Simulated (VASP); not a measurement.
Write the native input for VASP 6.6.1 that does the following.

| Property | Result |
| --- | --- |
| Task | single point |
| Functional | LDA |
| Potentials or basis | VASP PAW LDA potentials, release 64 (Y_sv, Zr_sv) |
| Cutoff | 520 eV |
| k mesh | 18 × 18 × 10 |
| Occupations | gaussian, width 0.15 eV |
| Spin | no spin polarisation |
| Dipole correction | no |
| Further INCAR settings | ALGO = Fast; EDIFF = 1e-07; NBANDS = 18 |

The structure of YZr lies in POSCAR:

```
YZr
1.0
    3.4235833799      0.0000000000      0.0000000000
   -1.7117916900      2.9649101790      0.0000000000
    0.0000000000      0.0000000000      5.4025870000
Y Zr
1 1
Direct
    0.6666666667      0.3333333333      0.5000000000
    0.3333333333      0.6666666667      0.0000000000
```

The cell comes from a database or a generator and needn't be the stable form of this composition.

One way to write it, as run:

INCAR

```
PREC = Accurate
ENCUT = 520
EDIFF = 1E-7
ISMEAR = 0
SIGMA = 0.15
LREAL = F
LASPH = T
NELM = 100
ALGO = Fast
ISIF = 2
LWAVE = F
LCHARG = F
GGA = CA
NBANDS = 18
```

KPOINTS

```
regular mesh
0
Gamma
  18 18 10
```

Potentials or basis: VASP PAW LDA potentials, release 64 (Y_sv, Zr_sv).

Command:

```bash
$ cat potpaw_LDA.64/Y_sv/POTCAR potpaw_LDA.64/Zr_sv/POTCAR > POTCAR
$ mpirun -np 1 vasp_std > vasp.out
```

Results of the run:

```yaml
Pressure: -5.3 GPa
Band_gap_on_the_k_mesh: none (metal or under the smearing width)
```

Run time: 4.4 min on 1 thread of Intel(R) Xeon(R) 6975P-C (Granite Rapids), with other jobs on the host, peak memory 0.37 GiB.
